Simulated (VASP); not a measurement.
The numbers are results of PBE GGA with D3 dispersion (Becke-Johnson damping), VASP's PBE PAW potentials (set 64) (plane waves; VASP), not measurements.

Input for VASP

**KPOINTS**
```
Automatic mesh
0
Gamma
8 8 8
0 0 0
```

**INCAR**
```
! general
SYSTEM = MgS
PREC   = Accurate
ENCUT  = 520
LREAL  = .FALSE.   ! projection in real space or not
LASPH  = .TRUE.   ! aspherical one-centre terms

! electronic loop
EDIFF  = 1E-6   ! SCF stop (eV)
NELM   = 100   ! most electronic steps
ALGO   = Normal

! smearing
ISMEAR = 0   ! Gaussian
SIGMA  = 0.05

! functional
GGA    = PE   ! PBE
IVDW   = 12   ! D3, Becke-Johnson

! ions
IBRION = 2
NSW    = 60   ! most ionic steps
ISIF   = 3
EDIFFG = -0.01   ! ionic stop

! output
LWAVE  = .FALSE.
LCHARG = .FALSE.
```

### POSCAR
```
MgS
1.0
  0.0000000000   2.5743248217   2.5743248217
  2.5743248217   0.0000000000   2.5743248217
  2.5743248217   2.5743248217   0.0000000000
Mg S
1 1
direct
  0.0000000000   0.0000000000   0.0000000000
  0.5000000000   0.5000000000   0.5000000000
```

POTCAR, in this order: Mg S (PBE.64 set). Program: vasp_std.

Estimate the energy per atom (σ→0), dispersion energy, band gap (on the k-mesh).

- energy per atom (σ→0): -4.611 eV/atom
- dispersion energy: -0.734 eV
- band gap (on the k-mesh): 2.84 eV

**OSZICAR**
```
...
DAV:   6    -0.852727067916E+01    0.35318E+00   -0.89109E-01   496   0.475E+00    0.360E+00
DAV:   7    -0.848674454153E+01    0.40526E-01   -0.23746E-01   592   0.263E+00    0.236E+00
DAV:   8    -0.848701508455E+01   -0.27054E-03   -0.12465E-02   528   0.948E-01    0.884E-01
DAV:   9    -0.848686236632E+01    0.15272E-03   -0.47437E-04   584   0.182E-01    0.258E-01
DAV:  10    -0.848690019408E+01   -0.37828E-04   -0.12692E-04   632   0.760E-02    0.148E-02
DAV:  11    -0.848689751797E+01    0.26761E-05   -0.20167E-05   552   0.235E-02    0.885E-03
DAV:  12    -0.848689753444E+01   -0.16474E-07   -0.36513E-07   320   0.541E-03
   1 F= -.92210995E+01 E0= -.92210995E+01  d E =-.922110E+01
```

The compound is MgS in the rock salt structure. It was relaxed first. The start is the result of an earlier pass.
